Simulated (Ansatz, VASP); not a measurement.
**SnH5CN2Cl3 in two plane-wave programs**

Wanted: the spread between two codes on one cell, functional and k mesh. The cell is taken from a series of runs on this material, whose earlier steps may have relaxed, scaled, displaced or heated it; both programs get it as it stands.

Method: plane waves, with VASP 6.6.1 beside it; single point at HSE06, in Ansatz 0.2.0.

**1. The structure**

Symmetry: Amm2, No. 38, orthorhombic system. Conventional cell: a = 6.282 Å, b = 8.027 Å, c = 8.640 Å, α = 90.00°, β = 90.00°, γ = 90.00°. Nearest to Sn lie 4 Cl at 2.57 to 3.16 Å. Nearest to H lie 1 N at 1.02 Å. Nearest to H lie 1 N at 1.01 Å. H has 1 C at 1.09 Å nearest. C has 1 H at 1.09 Å and 2 N at 1.31 Å nearest. Nearest to N lie 2 H at 1.01 to 1.02 Å and 1 C at 1.31 Å. Farther neighbours and most contacts between anions are not listed.

**2. Ansatz: single point, HSE06**

Ansatz runs on its PAW soft_1 files.

A single point gives forces, pressure and levels at one fixed geometry, so differences don't come from the geometry; what else differs is listed under the comparison.

The input, input.yaml:

```yaml
crystal:
  lattice:
    - [6.28210648, 0.0, 0.0]
    - [0.0, 4.01355864, 4.3200404]
    - [0.0, -4.01355864, 4.3200404]
  atoms:
    - { symbol: Sn, position: [0.5, 0.3960621482, 0.3960621482] }
    - { symbol: H, position: [0.1946291428, 0.7247691722, 0.7247691722] }
    - { symbol: H, position: [0.8053708572, 0.7247691722, 0.7247691722] }
    - { symbol: H, position: [0.3184001274, 0.9074519814, 0.9074519814] }
    - { symbol: H, position: [0.6815998726, 0.9074519814, 0.9074519814] }
    - { symbol: H, position: [0.0, 0.0406661769, 0.0406661769] }
    - { symbol: C, position: [0.0, 0.914334728, 0.914334728] }
    - { symbol: "N", position: [0.1837827794, 0.842828318, 0.842828318] }
    - { symbol: "N", position: [0.8162172206, 0.842828318, 0.842828318] }
    - { symbol: Cl, position: [0.5, 0.8327290134, 0.3539284933] }
    - { symbol: Cl, position: [0.5, 0.3539284933, 0.8327290134] }
    - { symbol: Cl, position: [0.0, 0.438978497, 0.438978497] }
kpoints:
  mp_grid: { grid: [2, 2, 2] }
  band_path:
    path:
      - [0.0, 0.0, 0.0]
      - [0.0, 0.5, 0.5]
      - [0.0, 0.53421382, 0.46578618]
      - [0.0, 0.46578618, -0.46578618]
      - [0.5, 0.0, 0.0]
      - [0.5, 0.46578618, -0.46578618]
      - [0.5, 0.53421382, 0.46578618]
      - [0.5, 0.5, 0.5]
    npoints: 1
hamiltonian:
  xc: hse06
  pseudopotentials: { kind: paw, azcp: { folder: soft_1 } }
scf:
  occupations: { method: fixed }
  n_extra_bands: 8
output:
  eigenvalues: true
```

The run is started by

```sh
$ ansatz run input.yaml --threads 2 --pin off --max-ram 92160MiB --backend cuda --events-out ev --progress --plain --runs-dir out --devices 1 --max-vram 13GiB
```

Numbers of over 12 decimals in the logs are rounded to 6 here.

The program printed:

```text
scf.n_extra_bands = 8 over 27 filled bands (N_el = 54.0): the run solves 35 bands
GPUs: using 1 of 1 available (devices: 1).
Engine: ansatz 0.2.0, x86_64-unknown-linux-gnu
Pseudopotentials: kind: paw
Pseudopotential: Sn, paw, valence charge 14, recommended cutoff 420 eV (normal), soft_1/Sn.paw.azcp
Pseudopotential: H, paw, valence charge 1, recommended cutoff 420 eV (normal), soft_1/H.paw.azcp
Pseudopotential: C, paw, valence charge 4, recommended cutoff 420 eV (normal), soft_1/C.paw.azcp
Pseudopotential: N, paw, valence charge 5, recommended cutoff 420 eV (normal), soft_1/N.paw.azcp
Pseudopotential: Cl, paw, valence charge 7, recommended cutoff 420 eV (normal), soft_1/Cl.paw.azcp
Functional definition: HSE06
  parameter a = 0.25
  parameter omega = 0.11/bohr
  exchange = pbe_x - a*pbe_x_sr(omega) + a*exact_x_sr(omega)
  correlation = pbe_c
davidson cushion auto → on  (no smearing: the cushion is to keep the highest requested band from converging to the state above it; pin scf.eigensolver.cushion to override)
device memory: the entry about to start is reckoned to put 1.6 GiB on a device that reports 40.4 GiB free (of which the cap on the GPU budget leaves the run 13.0 GiB)
GPU FFT provider: cuFFT
GPU libraries: cuBLAS 13.8.2, cuFFT 12.4.0, cuSOLVER 12.3.4
Crystal: 12 atoms, lattice volume = 217.848 Å³
Basis set: ecut = 420 eV, 4251 PW (Γ)
Bands: 35, of which v1, the nominal top of the filled ones, is band 27 counted from 1 (26 counted from 0)
Symmetry: 4 space group operations
Space group: Amm2 (ITA 38), of the structure as read, at distance tolerance 6.0e-5 Å
k-points: 6 of 8
Non-local potential: Sn, projectors of the file, l = 0: 2, l = 1: 2, l = 2: 2, l = 3: 1
Non-local potential: H, projectors of the file, l = 0: 2, l = 1: 1
Non-local potential: C, projectors of the file, l = 0: 2, l = 1: 2, l = 2: 1
Non-local potential: N, projectors of the file, l = 0: 2, l = 1: 2, l = 2: 1
Non-local potential: Cl, projectors of the file, l = 0: 2, l = 1: 2, l = 2: 1
PAW form: soft (Blöchl's): semilocal exchange-correlation on the pseudo side does not see the compensation charge
PAW frozen core: Sn, regenerated for the run's functional, and the local potential with it (the file was generated under x = pbe(κ = 0.804, μ = 0.219515), c = pbe(β = 0.066725))
PAW frozen core: C, regenerated for the run's functional, and the local potential with it (the file was generated under x = pbe(κ = 0.804, μ = 0.219515), c = pbe(β = 0.066725))
PAW frozen core: N, regenerated for the run's functional, and the local potential with it (the file was generated under x = pbe(κ = 0.804, μ = 0.219515), c = pbe(β = 0.066725))
PAW frozen core: Cl, regenerated for the run's functional, and the local potential with it (the file was generated under x = pbe(κ = 0.804, μ = 0.219515), c = pbe(β = 0.066725))
PAW one-centre angular grid: Sn, 590 points (default); XC on 64 Gauss nodes
PAW one-centre angular grid: H, 110 points (default); XC on 64 Gauss nodes
PAW one-centre angular grid: C, 110 points (default); XC on 64 Gauss nodes
PAW one-centre angular grid: N, 110 points (default); XC on 64 Gauss nodes
PAW one-centre angular grid: Cl, 110 points (default); XC on 64 Gauss nodes
Initial density: superposition of atomic densities (chi_scale 0.1, normalization cell), built separately for each of the 2 bonded fragments (scf.initial_density.interfragment_charge_transfer: auto; true builds it for the cell as a whole; a typed value also counts as a typed key of the start: scf.initial_density.chi_scale says what that changes, if anything)
Initial wavefunctions: pseudopotential atomic-orbital guess
GPU buffer pool allocated for 72000 grid points (all kernels)
GPU transforms: local potential and band sums: pruned to the plane-wave sphere, on 45×40×40
Functional: x = pbe(κ = 0.804, μ = 0.219515), c = pbe(β = 0.066725), warm-up for x = pbe(κ = 0.804, μ = 0.219515) + 0.25 (exact − pbe) at short range (hse, ω = 0.207870 Å⁻¹), c = pbe(β = 0.066725); HSE06 as pw.x's `hse` composes it (authors' and Libxc's form: `xc: wpbeh`)
SCF iter   1: F=—  HF=-10369.954651 eV  |F-HF|=—  |Δ(HF+E_count)|=         —  Δρ=6.86e-2  dr2=9.14e0  ethr=1.00e-1  ⟨swp⟩=5.0  Hψ=658  notcnv=0
preconditioner: auto → none  [insulator: Δε(μ)=1.923 eV  Ē_g=11.025 eV  n_scr=32 (ndim 8)  ℏωp=15.9 eV  f_vac=0.088]
SCF iter   2: F=—  HF=-10367.383463 eV  |F-HF|=—  |Δ(HF+E_count)|=    2.57e0  Δρ=3.09e-2  dr2=1.11e0  ethr=1.69e-2  ⟨swp⟩=4.0  Hψ=586  notcnv=0
SCF iter   3: F=—  HF=-10367.231940 eV  |F-HF|=—  |Δ(HF+E_count)|=   1.52e-1  Δρ=1.31e-2  dr2=2.24e-1  ethr=2.05e-3  ⟨swp⟩=3.5  Hψ=565  notcnv=0
iter 4 solved again at ethr=3.77e-5 eV; its pass at ethr=4.15e-4 eV (dr2=2.04e-2 eV) is discarded
SCF iter   4: F=—  HF=-10367.207953 eV  |F-HF|=—  |Δ(HF+E_count)|=   2.40e-2  Δρ=3.59e-3  dr2=2.09e-2  ethr=3.77e-5  ⟨swp⟩=3.5  Hψ=1041  notcnv=0  defer=1
SCF iter   5: F=—  HF=-10367.205252 eV  |F-HF|=—  |Δ(HF+E_count)|=   2.70e-3  Δρ=7.42e-4  dr2=1.15e-3  ethr=3.77e-5  ⟨swp⟩=3.5  Hψ=545  notcnv=0
SCF iter   6: F=-10367.205161 eV  HF=-10367.205150 eV  |F-HF|=1.19e-5  |Δ(HF+E_count)|=   1.03e-4  Δρ=2.09e-4  dr2=6.62e-5  ethr=2.12e-6  ⟨swp⟩=4.3  Hψ=575  notcnv=0
SCF 1 stopped early in 6 iterations: F = -10367.205161 eV  dr2 = 6.62e-5
  greatest PAW one-centre occupation: 0.993 electrons in one spin orbital (limit 2), on the Sn atom at site 0 (counted from 0), in its partial waves of l = 2
device memory: the entry about to start is reckoned to put 2.1 GiB on a device that reports 40.3 GiB free (of which the cap on the GPU budget leaves the run 13.0 GiB)
GPU FFT provider: cuFFT
GPU libraries: cuBLAS 13.8.2, cuFFT 12.4.0, cuSOLVER 12.3.4
Initial density: handed on by an earlier stage of this run
Initial wavefunctions: those handed on with the density
GPU buffer pool allocated for 72000 grid points (all kernels)
GPU transforms: local potential and band sums: pruned to the plane-wave sphere, on 45×40×40
Functional: x = pbe(κ = 0.804, μ = 0.219515) + 0.25 (exact − pbe) at short range (hse, ω = 0.207870 Å⁻¹), c = pbe(β = 0.066725); HSE06 as pw.x's `hse` composes it (authors' and Libxc's form: `xc: wpbeh`)
Exchange kernel: α = 0.2500, screened, ω = 0.2079 Å⁻¹, Wigner–Seitz truncation, v(0) = 979.8640 eV·Å³, q-mesh 2×2×2, nearest image of the exchange supercell L = 11.79 Å, pair-density grid 30×30×30, without the augmentation charges, whose exchange is taken in its separable form by FFT convolution over the k-point mesh (sized by the pseudopotential files, 45×40×40 at the most), smooth part of the exact exchange by density-matrix convolution in up to 2.00 GiB of GPU memory as planned if the GPU has room (build and FFT work areas not counted)
Frozen-core exchange: fock
SCF iter   1: F=—  HF=-10373.163942 eV  |F-HF|=—  |Δ(HF+E_count)|=         —  Δρ=5.00e-3  dr2=5.16e-2  ethr=1.23e-6  ⟨swp⟩=9.2  Hψ=1168  notcnv=0
preconditioner: auto → none  [insulator: Δε(μ)=2.843 eV  Ē_g=12.625 eV  n_scr=32 (ndim 8)  ℏωp=15.9 eV  f_vac=0.151]
SCF iter   2: F=—  HF=-10373.146038 eV  |F-HF|=—  |Δ(HF+E_count)|=   1.79e-2  Δρ=1.73e-3  dr2=5.03e-3  ethr=1.23e-6  ⟨swp⟩=5.5  Hψ=909  notcnv=0
SCF iter   3: F=—  HF=-10373.158266 eV  |F-HF|=—  |Δ(HF+E_count)|=   1.22e-2  Δρ=1.00e-3  dr2=1.90e-3  ethr=1.23e-6  ⟨swp⟩=5.2  Hψ=751  notcnv=0
SCF iter   4: F=—  HF=-10373.157587 eV  |F-HF|=—  |Δ(HF+E_count)|=   6.79e-4  Δρ=1.91e-4  dr2=8.73e-5  ethr=1.23e-6  ⟨swp⟩=3.5  Hψ=609  notcnv=0
SCF iter   5: F=—  HF=-10373.157794 eV  |F-HF|=—  |Δ(HF+E_count)|=   2.07e-4  Δρ=1.20e-4  dr2=3.80e-5  ethr=8.44e-8  ⟨swp⟩=5.7  Hψ=659  notcnv=0  defer=3
SCF iter   6: F=-10373.157783 eV  HF=-10373.157784 eV  |F-HF|=1.30e-6  |Δ(HF+E_count)|=   9.77e-6  Δρ=2.97e-5  dr2=6.29e-6  ethr=6.22e-8  ⟨swp⟩=3.3  Hψ=604  notcnv=0
SCF 2 stopped early in 6 iterations: F = -10373.157783 eV  dr2 = 6.29e-6
hybrid outer 1: dexx = +1.472e-2 eV, tail = 5.80e-5 eV
GPU FFT provider: cuFFT
GPU libraries: cuBLAS 13.8.2, cuFFT 12.4.0, cuSOLVER 12.3.4
GPU buffer pool allocated for 72000 grid points (all kernels)
GPU transforms: local potential and band sums: pruned to the plane-wave sphere, on 45×40×40
Exchange kernel: α = 0.2500, screened, ω = 0.2079 Å⁻¹, Wigner–Seitz truncation, v(0) = 979.8640 eV·Å³, q-mesh 2×2×2, nearest image of the exchange supercell L = 11.79 Å, pair-density grid 30×30×30, without the augmentation charges, whose exchange is taken in its separable form by FFT convolution over the k-point mesh (sized by the pseudopotential files, 45×40×40 at the most), smooth part of the exact exchange by density-matrix convolution in up to 2.00 GiB of GPU memory as planned if the GPU has room (build and FFT work areas not counted)
Frozen-core exchange: fock
SCF iter   1: F=—  HF=-10373.157578 eV  |F-HF|=—  |Δ(HF+E_count)|=         —  Δρ=3.39e-5  dr2=1.83e-6  ethr=5.37e-7  ⟨swp⟩=3.5  Hψ=502  notcnv=0
preconditioner: auto → none  [insulator: Δε(μ)=2.832 eV  Ē_g=12.598 eV  n_scr=32 (ndim 8)  ℏωp=15.9 eV  f_vac=0.158]
SCF iter   2: F=—  HF=-10373.157578 eV  |F-HF|=—  |Δ(HF+E_count)|=   5.64e-7  Δρ=1.53e-5  dr2=3.84e-7  ethr=3.15e-9  ⟨swp⟩=5.5  Hψ=730  notcnv=0
iter 3 solved again at ethr=4.81e-11 eV; its pass at ethr=6.07e-10 eV (dr2=2.60e-8 eV) is discarded
SCF iter   3: F=-10373.157578 eV  HF=-10373.157578 eV  |F-HF|=1.54e-9  |Δ(HF+E_count)|=   7.94e-8  Δρ=6.33e-6  dr2=3.13e-8  ethr=4.81e-11  ⟨swp⟩=3.0  Hψ=1027  notcnv=0
SCF 3 converged in 3 iterations: F = -10373.157578 eV  dr2 = 3.13e-8
hybrid outer 2: dexx = +8.295e-7 eV, tail = 8.04e-8 eV, Δε = 2.83e-3 eV (about 1.48e-4 eV left of the loop's levels)
device memory: the entry about to start is reckoned to put 0.9 GiB on a device that reports 34.1 GiB free (of which the cap on the GPU budget leaves the run 13.0 GiB)
NSCF: frozen V_eff on 8 k-points
hybrid SCF converged: 2 outer / 9 inner (+6 warm-up), last move |dexx| = 8.29e-7 eV, tail = 8.04e-8 eV
Stability not checked: this state was not tested for a lower state beside it, because the functional holds exact exchange (a hybrid, or Hartree-Fock), whose exchange loop this test does not read (fock_operator; see scf.lower_state_search)
Free energy (F): -10373.157578 eV
Frozen-core exchange: fock
Harris-Foulkes:  -10373.157578 eV  (|F-HF|=1.54e-9)
Internal energy: -10373.157578 eV  (E = F + TS)
E sigma→0 (E₀):  -10373.157578 eV
Fermi energy:    0.714584 eV
--- Per-component energies (eV) ---
  E_band       = -543.401781
  E_kinetic    = 1035.176984
  E_local      = -3641.917839  (includes V_loc(G=0)·N_el)
  E_nonlocal   = 330.959933
  E_hartree    = 1445.114630
  E_xc         = -525.745593
  E_vxc        = -550.617886  (∫ρ·V_xc dr)
  E_exx        = -127.130252  (= α·E_x^exact, valence–valence)
  E_paw        = -6712.663911  (= ΣΔE_a)
  E_vpaw       = -352.970684  (= ΣTr[D̂ρ^β])
  E_aug_tail   = -0.002626  (compensation charges beyond the density's cutoff)
  E_ewald      = -2176.812818
  E_core_change = -0.136085  (= ΣΔE_core)
  E_smearing   = -0.000000  (= −TS)
  E_closure    = -0.000000  (closes the sum)
  Σ components = -10373.157578   (vs F -10373.157578, Δ=-1.82e-12)
--- Band table (eV; the first three rows and the last of 6) ---
  k-point 0: bands = [... 23 lower, -1.7956, -1.1946, -0.9180, -0.8054, 5.1483, 5.8452, 5.9854, 6.7816, ... 4 higher]
  k-point 1: bands = [... 23 lower, -1.2295, -1.1817, -0.8557, -0.4780, 4.6932, 5.2083, 5.6387, 6.7095, ... 4 higher]
  k-point 2: bands = [... 23 lower, -1.3852, -1.1396, -0.8607, 0.3298, 4.1507, 4.3733, 5.3056, 5.3486, ... 4 higher]
  k-point 5: bands = [... 23 lower, -1.3609, -1.0186, -0.6944, 0.7146, 3.5469, 4.2462, 4.3678, 5.3590, ... 4 higher]
```

(Continued in part 2 of 2.)

[Lines on the potential files, build, host, timing and source positions are cut from VASP's logs without a mark.]

[Logs are printed without paths, hosts, clocks, repeated set-up lines and the standing remarks that a program may print on its own settings, such as how far it seeks lower states.]

[Hosts, paths, dates, database ids (printed as entryN), source tags and the programs' standing remarks are cut or masked in the printed files.]
